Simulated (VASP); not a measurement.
Consider the following.

```yaml
crystal:
  lattice:
    - [1.58371, -2.74307, 0.00000]
    - [1.58371, 2.74307, 0.00000]
    - [0.00000, 0.00000, 3.56567]
  atoms:
    - { symbol: Zr, position: [0.00000, 0.00000, 0.00000] }
    - { symbol: B, position: [0.33333, 0.66667, 0.50000] }
    - { symbol: B, position: [0.66667, 0.33333, 0.50000] }
```

The numbers are results of optB88-vdW, VASP's PBE PAW potentials (set 64) (plane waves; VASP), not measurements. Numerical set-up: 520 eV cut-off, 12×12×10 Γ-centred mesh, tetrahedra with Blöchl corrections, potentials Zr_sv B.

Predict the energy per atom (σ→0), band gap (on the k-mesh) with the smallest direct gap where there is one.

The band gap (on the k-mesh) is none (metal, semimetal or under 0.01 eV) and the energy per atom (σ→0) comes out as -6.904 eV/atom.

Total energies compare only between runs with the same potentials, cut-off and functional.

The compound is ZrB2 in the AlB2 type structure. It was relaxed first.
